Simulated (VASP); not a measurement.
The system is SnSe2.

```
CELL_PARAMETERS angstrom
3.81100 0.00000 0.00000
-1.90550 3.30042 0.00000
0.00000 0.00000 6.13600
ATOMIC_POSITIONS crystal
Sn 0.00000 0.00000 0.00000
Se 0.33333 0.66667 0.24900
Se 0.66667 0.33333 0.75100
```

| Item | Value |
| --- | --- |
| Program | VASP 6.6.1 |
| Task | relaxation of cell and atoms |
| Functional | PBE |
| Dispersion | D3(BJ) |
| Potentials or basis | VASP PAW PBE potentials, release 64 (Sn_d, Se) |
| Cutoff | 600 eV |
| k mesh | 9 × 9 × 5 |
| Occupations | gaussian, width 0.03 eV |
| Spin | no spin polarisation |

At the start: pressure 3.3 GPa; volume 25.73 Å³/atom.

How do energy, volume and symmetry change on relaxing?

Over 15 steps the energy falls by 22.5 meV/atom and the volume is 25.57 Å³/atom (-0.6 %); space group P-3m1 (No. 164, to 0.05 Å).

Step by step:
```tsv
step	energy change (eV)	largest force (eV/Å)	pressure (GPa)	volume (Å³)
1	0.0000	0.8170	3.32	77.18
2	-0.0197	0.2899	-2.87	83.28
3	-0.0517	0.1634	-0.43	80.49
4	-0.0517	0.1750	-0.35	80.42
5	-0.0556	0.1286	-0.22	79.88
6	-0.0575	0.0774	-0.05	79.31
7	-0.0576	0.0634	0.00	79.15
8	-0.0596	0.0466	-0.06	78.93
9	-0.0641	0.0018	-0.24	78.26
10	-0.0665	0.0943	-0.45	76.89
11	-0.0668	0.0664	-0.38	77.28
12	-0.0669	0.0461	0.41	76.18
13	-0.0675	0.0072	0.05	76.70
14	-0.0675	0.0101	0.00	76.73
15	-0.0675	0.0087	0.02	76.71
```

Final structure:
```cif
data_structure
_symmetry_space_group_name_H-M 'P 1'
_symmetry_Int_Tables_number 1
_cell_length_a 3.8394
_cell_length_b 3.8394
_cell_length_c 6.0092
_cell_angle_alpha 90.000
_cell_angle_beta 90.000
_cell_angle_gamma 120.000
_cell_volume 76.71
loop_
_atom_site_label
_atom_site_type_symbol
_atom_site_fract_x
_atom_site_fract_y
_atom_site_fract_z
_atom_site_occupancy
Sn1 Sn 0.00000 0.00000 0.00000 1
Se1 Se 0.33333 0.66667 0.26558 1
Se2 Se 0.66667 0.33333 0.73442 1
```
